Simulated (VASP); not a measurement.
Input:

```
CELL_PARAMETERS angstrom
      1.50273    -2.60280     0.00000
      1.50273     2.60280     0.00000
      0.00000     0.00000     4.74803
ATOMIC_POSITIONS crystal
  Al 0.66667 0.33333 0.49798
  Al 0.33333 0.66667 0.99798
  N  0.66667 0.33333 0.88402
  N  0.33333 0.66667 0.38402
```

Level of theory: PBEsol GGA, VASP's PBE PAW potentials (set 64) (plane waves; VASP). Run with 620 eV cut-off, 8×8×5 Γ-centred mesh, Gaussian smearing of 0.050 eV, potentials Al N.

Q: What does the run give for the energy per atom (σ→0), pressure?

A: 
```json
{
 "energy per atom (σ→0)": "-7.728 eV/atom",
 "pressure": "299.4 kbar"
}
```

Only differences to runs with the same potentials and settings are physical.

The compound is AlN in the wurtzite structure. It was relaxed first under an external pressure of 30 GPa.
